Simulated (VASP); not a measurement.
Given:

```
CELL_PARAMETERS angstrom
      0.00000     2.59208     2.59208
      2.59208     0.00000     2.59208
      2.59208     2.59208     0.00000
ATOMIC_POSITIONS crystal
  Mg 0.00000 0.00000 0.00000
  Te 0.50000 0.50000 0.50000
```

Computed with PBEsol GGA, VASP's PBE PAW potentials (set 64) (plane waves; VASP). Settings: 500 eV cut-off, 9×9×9 Γ-centred mesh, Gaussian smearing of 0.050 eV, potentials Mg Te.

Task: What does the run give for the energy per atom (σ→0), pressure?

Result: 
| Item | Value |
|---|---|
| energy per atom (σ→0) | -2.621 eV/atom |
| pressure | 448.3 kbar |

The absolute energy has meaning only against runs of the same code, potentials and settings.

The structure was generated: MgTe was put into the rock salt type (Fm-3m), which need not be its known phase. It was relaxed first under an external pressure of 45 GPa.
